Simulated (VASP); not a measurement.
# FeBiSe3 (Pm-3m) in VASP: single point with PBE

Aim: the single point of FeBiSe3 with PBE.

Program: VASP 6.6.1. These are calculated values, not measurements. Logs are shortened: lines on timing, memory, paths and dates and some standing lists are left out, and cuts for length are marked.

### 1 The crystal as given

It takes space group Pm-3m (No. 221, cubic). Conventional cell: a = 4.818 Å, b = 4.818 Å, c = 4.818 Å, α = 90.00°, β = 90.00°, γ = 90.00°. Fe (site symmetry m-3m) is surrounded by 6 Se at 2.41 Å. Around Bi (site symmetry m-3m) lie 12 Se at 3.41 Å. Se (site symmetry 4/mmm) is surrounded by 2 Fe at 2.41 Å.

The cell was built by a generator and needn't be a form met in nature.

### 2 Single point, PBE, collinear spin, typed start

INCAR reads:

```
SYSTEM = FeBiSe3
PREC     = Accurate       ! precision mode
ENCUT    = 520            ! plane-wave cutoff, eV
EDIFF    = 1E-6           ! SCF threshold, eV
ISMEAR   = 0              ! smearing method
SIGMA    = 0.1            ! smearing width, eV
LREAL    = .FALSE.        ! projectors in reciprocal space
LASPH    = .TRUE.         ! aspherical terms in the spheres
NELM     = 150            ! most SCF steps
ALGO     = Fast           ! electronic algorithm
ISIF     = 2              ! what is computed and relaxed
LWAVE    = .FALSE.        ! write WAVECAR
LCHARG   = .TRUE.         ! write CHGCAR
ISPIN    = 2              ! spin polarisation
MAGMOM   = 2.37 0 0 0 0   ! initial moments
LORBIT   = 11             ! projections on sites
LMAXMIX  = 4              ! l up to which the mixer works
GGA      = PE             ! functional
LELF     = .TRUE.         ! ELF
LVHAR    = .TRUE.       
NBANDS   = 32             ! bands
```

KPOINTS reads:

```
Automatic mesh
0
G
  8 8 8
  0 0 0
```

POSCAR reads:

```
FeBiSe3
1.0
    4.8179657376      0.0000000000      0.0000000000
    0.0000000000      4.8179657376      0.0000000000
    0.0000000000      0.0000000000      4.8179657376
Fe Bi Se
1 1 3
Direct
    0.0000000000      0.0000000000      0.0000000000
    0.5000000000      0.5000000000      0.5000000000
    0.5000000000      0.0000000000      0.0000000000
    0.0000000000      0.5000000000      0.0000000000
    0.0000000000      0.0000000000      0.5000000000
```

Potentials or basis: VASP PAW PBE potentials, release 64 (Fe, Bi_d, Se).

The run is started by

```bash
> cat potpaw_PBE.64/Fe/POTCAR potpaw_PBE.64/Bi_d/POTCAR potpaw_PBE.64/Se/POTCAR > POTCAR
> mpirun -np 1 vasp_std > vasp.out
```

OUTCAR:

```text
SYSTEM = FeBiSe3
   PREC = Accurate
   ENCUT = 520
   EDIFF = 1E-6
   ISMEAR = 0
   LREAL = .FALSE.
   LASPH = .TRUE.
   NELM = 150
   ISIF = 2
   ISPIN = 2
   LORBIT = 11
   GGA = PE

 ion  position               nearest neighbor table
   1  0.000  0.000  0.000-   3 2.41   4 2.41   5 2.41   5 2.41   4 2.41   3 2.41
   2  0.500  0.500  0.500-
   3  0.500  0.000  0.000-   1 2.41   1 2.41
   4  0.000  0.500  0.000-   1 2.41   1 2.41
   5  0.000  0.000  0.500-   1 2.41   1 2.41

  LATTYP: Found a simple cubic cell.
 ALAT       =     4.8179657376

  Lattice vectors:

 A1 = (   4.8179657376,   0.0000000000,   0.0000000000)
 A2 = (   0.0000000000,   4.8179657376,   0.0000000000)
 A3 = (   0.0000000000,   0.0000000000,   4.8179657376)

Analysis of symmetry for initial positions (statically):
=====================================================================
 Subroutine PRICEL returns:
 Original cell was already a primitive cell.

 Routine SETGRP: Setting up the symmetry group for a
 simple cubic supercell.

 Subroutine GETGRP returns: Found 48 space group operations
 (whereof 48 operations were pure point group operations)
 out of a pool of 48 trial point group operations.

The static configuration has the point symmetry O_h .

Analysis of symmetry for dynamics (positions and initial velocities):
=====================================================================
 Subroutine PRICEL returns:
 Original cell was already a primitive cell.

 Routine SETGRP: Setting up the symmetry group for a
 simple cubic supercell.

 Subroutine GETGRP returns: Found 48 space group operations
 (whereof 48 operations were pure point group operations)
 out of a pool of 48 trial point group operations.

The dynamic configuration has the point symmetry O_h .

Analysis of structural, dynamic, and magnetic symmetry:
=====================================================================
 Subroutine PRICEL returns:
 Original cell was already a primitive cell.

 Routine SETGRP: Setting up the symmetry group for a
 simple cubic supercell.

 Subroutine GETGRP returns: Found 48 space group operations
 (whereof 48 operations were pure point group operations)
 out of a pool of 48 trial point group operations.

The overall configuration has the point symmetry O_h .

 Subroutine INISYM returns: Found 48 space group operations
 (whereof 48 operations are pure point group operations),
 and found     1 'primitive' translations

----------------------------------------------------------------------------------------

[... 132 lines left out ...]
  energy-cutoff  :      520.00
  volume of cell :      111.84
 maximum number of plane-waves:      3032
 NGX is ok and might be reduce to    36
   NGX = 17   NGY = 17   NGZ = 17

 number of electron      41.0000017 magnetization       2.8930635

 Free energy of the ion-electron system (eV)
  ---------------------------------------------------
  ext. energy  EPLUGINS =         0.00000000
  ---------------------------------------------------
  free energy    TOTEN  =       -22.04018938 eV

  energy without entropy =      -22.01010702  energy(sigma->0) =      -22.02514820

 E-fermi :   5.3456     XC(G=0): -10.3017

 val. band max:        5.3367728986   @ k =   0.2500   0.1250   0.1250
 cond. band min:       5.3508337353   @ k =   0.5000   0.3750   0.0000
 fundamental gap:      0.0140608367
 Fermi energy:         5.3456099667

 spin component 1

 k-point     1 :       0.0000    0.0000    0.0000
  band No.  band energies     occupation
      1     -18.0103      1.00000
      2     -18.0103      1.00000
      3     -18.0056      1.00000
      4     -18.0056      1.00000
      5     -18.0056      1.00000
      6      -9.3218      1.00000
[... 829 lines left out ...]
     31      14.0086      0.00000
     32      14.8087      0.00000

 [... further k-points ...]

 spin component 2

 k-point     1 :       0.0000    0.0000    0.0000
  band No.  band energies     occupation
      1     -18.0380      1.00000
      2     -18.0380      1.00000
      3     -18.0322      1.00000
      4     -18.0322      1.00000
      5     -18.0322      1.00000
      6      -9.1908      1.00000
[... 829 lines left out ...]
     31      14.2709      0.00000
     32      14.7879      0.00000

 [... further k-points ...]

------------------------ aborting loop because EDIFF is reached ----------------------------------------

  FORCE on cell =-STRESS in cart. coord.  units (eV):
  Direction    XX          YY          ZZ          XY          YZ          ZX
  --------------------------------------------------------------------------------------
  -------------------------------------------------------------------------------------
  Total        0.0126843      0.0126843      0.0126843     -0.0000000      0.0000000      0.0000000
  in kB        0.1817129      0.1817129      0.1817129     -0.0000000      0.0000000      0.0000000
  external PRESSURE =       0.1817129 kB  Pullay stress =       0.0000000 kB

 VOLUME and BASIS-vectors are now :
 -----------------------------------------------------------------------------
  energy-cutoff  :      520.00
  volume of cell :      111.84
      direct lattice vectors                 reciprocal lattice vectors
     4.817965738  0.000000000  0.000000000     0.207556478  0.000000000  0.000000000
     0.000000000  4.817965738  0.000000000     0.000000000  0.207556478  0.000000000
     0.000000000  0.000000000  4.817965738     0.000000000  0.000000000  0.207556478

 POSITION                                       TOTAL-FORCE (eV/Angst)
 -----------------------------------------------------------------------------------
      0.00000      0.00000      0.00000         0.000000      0.000000      0.000000
      2.40898      2.40898      2.40898         0.000000      0.000000      0.000000
      2.40898      0.00000      0.00000         0.000000      0.000000      0.000000
      0.00000      2.40898      0.00000         0.000000      0.000000      0.000000
      0.00000      0.00000      2.40898         0.000000      0.000000      0.000000
 -----------------------------------------------------------------------------------
    total drift:                                0.000000      0.000000      0.000000

  FREE ENERGIE OF THE ION-ELECTRON SYSTEM (eV)
  ---------------------------------------------------
  free  energy   TOTEN  =       -22.0401893822 eV

  energy  without entropy=      -22.0101070220  energy(sigma->0) =      -22.02514820

 total charge

# of ion       s       p       d       tot
------------------------------------------
    1        0.392   0.470   6.278   7.141
    2        1.591   0.994   9.923  12.508
    3        1.485   2.260   0.042   3.787
    4        1.485   2.260   0.042   3.787
    5        1.485   2.260   0.042   3.787
--------------------------------------------------
tot          6.440   8.243  16.327  31.009

 magnetization (x)

# of ion       s       p       d       tot
------------------------------------------
    1        0.037   0.026   2.399   2.463
    2        0.002  -0.117   0.002  -0.113
    3        0.010   0.110   0.004   0.125
    4        0.010   0.110   0.004   0.125
    5        0.010   0.110   0.004   0.125
--------------------------------------------------
tot          0.070   0.239   2.414   2.723
```

Wall time 1.8 min (1 thread of Intel Xeon 6975P-C (Granite Rapids), shared host); peak memory 0.37 GiB.

What came out:

| Item | Value |
| --- | --- |
| Free energy | -22.0402 eV |
| Pressure | 0.0 GPa |
| Band gap on the k mesh | none (metal or under the smearing width) |
| Net moment | 2.89 μB per cell |
| Site moments | Fe +2.46; Bi -0.11; Se +0.12 μB |
| Valence electrons inside the program's atomic spheres | Fe 7.14; Bi 12.51; Se 3.79 |

Levels at points of the mesh, in eV from the Fermi level:
Spin up:
| k point | band 19 | band 20 | band 21 | band 22 | band 23 | band 24 | band 25 | band 26 |
| --- | --- | --- | --- | --- | --- | --- | --- | --- |
| (0.00, 0.00, 0.00) | -1.39 | -1.39 | -1.12 | -1.12 | -1.12 | 2.86 | 2.86 | 2.86 |
| (0.50, 0.00, 0.00) | -1.55 | -1.55 | -0.98 | -0.71 | -0.71 | 0.01 | 1.63 | 1.63 |
| (0.50, 0.50, 0.00) | -1.29 | -0.96 | -0.96 | -0.41 | 0.29 | 2.13 | 2.13 | 2.59 |
| (0.50, 0.50, 0.50) | 0.31 | 0.31 | 0.31 | 2.65 | 2.65 | 3.21 | 3.21 | 3.21 |
Spin down:
| k point | band 16 | band 17 | band 18 | band 19 | band 20 | band 21 | band 22 | band 23 |
| --- | --- | --- | --- | --- | --- | --- | --- | --- |
| (0.00, 0.00, 0.00) | -1.06 | -1.06 | -1.06 | -0.70 | -0.70 | -0.70 | 0.17 | 0.17 |
| (0.50, 0.00, 0.00) | -1.60 | -0.69 | -0.67 | -0.53 | -0.53 | 0.10 | 0.10 | 0.19 |
| (0.50, 0.50, 0.00) | -2.79 | -2.79 | -0.54 | 0.53 | 0.55 | 0.62 | 0.67 | 0.67 |
| (0.50, 0.50, 0.50) | -0.01 | -0.01 | -0.01 | 0.57 | 0.57 | 0.57 | 3.36 | 3.36 |

Caveat: spin-orbit coupling is left out, which moves the levels of the heavy elements; a cell with one magnetic atom can't hold antiferromagnetic order, which such compounds often take. With open d or f shells a metallic result of PBE can be an artefact of self-interaction; +U or a hybrid may open a gap.
